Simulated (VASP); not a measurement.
Mg (hcp) is relaxed at rising pressure, each step from the one before. Symmetry mostly holds the structure type, and other phases were not tried. The mesh follows the cell, and a change of mesh leaves a small step in the series.

Input:

```cif
data_Mg2
_chemical_formula_sum 'Mg2'
_space_group_name_H-M_alt 'P63/mmc'
_space_group_IT_number 194
_space_group_name_Hall '-P 6c 2c'
_cell_length_a 3.17932
_cell_length_b 3.17932
_cell_length_c 5.14066
_cell_angle_alpha 90.000
_cell_angle_beta 90.000
_cell_angle_gamma 120.000
loop_
_atom_site_label
_atom_site_type_symbol
_atom_site_symmetry_multiplicity
_atom_site_Wyckoff_symbol
_atom_site_fract_x
_atom_site_fract_y
_atom_site_fract_z
_atom_site_occupancy
Mg1 Mg 2 c 0.33333 0.66667 0.25000 1
```

All values below come from PBEsol GGA, VASP's PBE PAW potentials (set 64) (plane waves; VASP). Numerical set-up: 500 eV cut-off, 13×13×7 Γ-centred mesh, first-order Methfessel-Paxton smearing of 0.10 eV, potentials Mg.

```tsv
P (GPa)	V (Å³/atom)	H − H(0) (eV/atom)	space group	gap on the mesh (eV)	k-mesh
0	22.50	0.000	P6_3/mmc	0.00	13×13×7
5	…	…	P6_3/mmc	0.00	14×14×8
10	…	…	P6_3/mmc	0.00	14×14×8
20	16.73	2.365	P6_3/mmc	0.00	15×15×8
30	15.42	3.366	P6_3/mmc	0.00	15×15×8
45	14.04	4.740	P6_3/mmc	0.00	15×15×8
```

Question: Fill in the missing entries.

Answer: 
- 10, V (Å³/atom): 18.71
- 10, H − H(0) (eV/atom): 1.262
- 5, V (Å³/atom): 20.21
- 5, H − H(0) (eV/atom): 0.656

Pressures at which the relaxation failed are left out.

The compound is Mg in the hcp structure.
